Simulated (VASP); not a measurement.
The system is NiMoIrPdW.

```
CELL_PARAMETERS angstrom
5.46579 0.07303 0.07626
-1.33482 2.38502 0.01029
0.15186 0.13499 11.10912
ATOMIC_POSITIONS crystal
Ni 0.17359 0.72774 0.61234
Ni 0.67528 0.65067 0.60844
Mo 0.02176 0.93391 0.42125
Mo 0.50655 0.04883 0.39464
Pd 0.35374 0.36676 0.80920
Pd 0.85725 0.30282 0.79232
Ir 0.32439 0.24490 0.20503
Ir 0.85498 0.33340 0.21296
W 0.18633 0.68183 0.00377
W 0.66241 0.68868 0.99792
```

The cell was built by a generator and needn't be a form met in nature.

| Property | Result |
| --- | --- |
| Program | VASP 6.6.1 |
| Task | relaxation of cell and atoms |
| Functional | PBE |
| Potentials or basis | VASP PAW PBE potentials, release 64 (Ni, Mo_sv, Pd, Ir, W_sv) |
| Cutoff | 520 eV |
| k mesh | 9 × 9 × 2 |
| Occupations | gaussian, width 0.15 eV |
| Spin | no spin polarisation |

At the start: pressure 6.4 GPa; volume 14.59 Å³/atom.

**Question.** Where does the relaxation end?

**Answer.** Over 54 steps the energy falls by 124.6 meV/atom and the volume is 14.64 Å³/atom (+0.4 %); space group P3m1 (No. 156, to 0.05 Å).

Step by step:
```csv
step,energy change (eV),largest force (eV/Å),pressure (GPa),volume (Å³)
1,0.0000,2.9050,6.39,145.85
3,-0.5105,1.3892,-7.24,152.61
5,-0.9501,1.3209,2.26,145.76
7,-1.1462,0.4724,-0.08,146.72
9,-1.2119,0.3574,-0.52,146.63
11,-1.2291,0.2056,1.21,145.66
13,-1.2351,0.1639,-0.29,146.44
15,-1.2411,0.1031,-0.17,146.27
17,-1.2421,0.0997,0.69,145.97
19,-1.2437,0.0782,0.45,146.15
21,-1.2441,0.0706,0.14,146.32
23,-1.2442,0.0532,-0.52,146.50
25,-1.2445,0.0507,-0.31,146.39
27,-1.2449,0.0593,-0.38,146.35
29,-1.2449,0.0470,0.02,146.14
31,-1.2449,0.0447,0.43,146.09
33,-1.2449,0.0473,0.18,146.14
35,-1.2452,0.0396,0.15,146.44
37,-1.2450,0.0394,-0.43,146.51
39,-1.2451,0.0411,-0.25,146.45
41,-1.2448,0.0415,0.64,145.91
43,-1.2454,0.0422,0.24,146.27
45,-1.2454,0.0409,-0.10,146.28
47,-1.2454,0.0393,0.01,146.19
49,-1.2454,0.0411,0.11,146.18
51,-1.2457,0.0334,0.12,146.20
53,-1.2461,0.0453,0.05,146.31
54,-1.2462,0.0216,-0.05,146.41
```

Final structure:
```yaml
crystal:
  lattice:
    - [5.54391, 0.00792, 0.00014]
    - [-1.38172, 2.39366, -0.00023]
    - [0.00303, 0.00138, 11.02410]
  atoms:
    - { symbol: Ni, position: [0.17946, 0.66803, 0.60303] }
    - { symbol: Ni, position: [0.67993, 0.66630, 0.60293] }
    - { symbol: Mo, position: [0.01128, 0.99704, 0.41683] }
    - { symbol: Mo, position: [0.51114, 0.99796, 0.41677] }
    - { symbol: Pd, position: [0.34600, 0.33240, 0.80046] }
    - { symbol: Pd, position: [0.84590, 0.33165, 0.80059] }
    - { symbol: Ir, position: [0.34430, 0.33053, 0.20555] }
    - { symbol: Ir, position: [0.84437, 0.32996, 0.20562] }
    - { symbol: W, position: [0.17693, 0.66276, 0.00297] }
    - { symbol: W, position: [0.67696, 0.66293, 0.00314] }
```
